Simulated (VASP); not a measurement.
The input files of a VASP run:

INCAR:
```
! general
SYSTEM  = CuZn
PREC    = Accurate
ENCUT   = 520
LREAL   = .FALSE.
LASPH   = .TRUE.

! electronic loop
EDIFF   = 1E-7
NELM    = 100
ALGO    = Normal
LMAXMIX = 4

! smearing
ISMEAR  = 1
SIGMA   = 0.1

! ions
ISIF    = 2

! output
LWAVE   = .FALSE.
LCHARG  = .FALSE.
```

### KPOINTS
```
kpoints
0
gamma
  13 13 13
```

**POSCAR**
```
CuZn
1
    2.9028861969     0.0000000000     0.0000000000
    0.0000000000     2.9028861969     0.0000000000
    0.0000000000     0.0000000000     2.9028861969
Zn Cu
1 1
Direct
  0.5000000000   0.5000000000   0.5000000000
  0.0000000000   0.0000000000   0.0000000000
```

POTCAR, in this order: Zn Cu (LDA.64 set). Program: vasp_std.

Task: Write an equivalent input for Quantum ESPRESSO's pw.x.

Result: One equivalent input (not run):
```
&CONTROL
  calculation = 'scf'
  pseudo_dir = './pseudo'
  outdir = './out'
  tprnfor = .true.
  tstress = .true.
/
&SYSTEM
  ibrav = 0
  nat = 2
  ntyp = 2
  ecutwfc = 92
  occupations = 'smearing'
  smearing = 'methfessel-paxton'
  degauss = 0.00735
  input_dft = 'pz'
/
&ELECTRONS
  conv_thr = 7.3e-09
  electron_maxstep = 100
/
ATOMIC_SPECIES
  Zn 65.380 Zn.upf
  Cu 63.546 Cu.upf
CELL_PARAMETERS angstrom
     2.9028862    0.0000000    0.0000000
     0.0000000    2.9028862    0.0000000
     0.0000000    0.0000000    2.9028862
ATOMIC_POSITIONS crystal
  Zn   0.5000000  0.5000000  0.5000000
  Cu   0.0000000  0.0000000  0.0000000
K_POINTS automatic
  13 13 13 0 0 0
```
Limits of the translation: the potentials are each code's own (VASP's PAW set, PseudoDojo norm-conserving files in pw.x), so ENCUT and ecutwfc are chosen apart and not converted; conv_thr bounds pw.x's estimated SCF error, while EDIFF bounds the energy change between steps.

The compound is CuZn in the CsCl type structure. This cell is one point of a volume scan, at 1.03 of the reference volume.
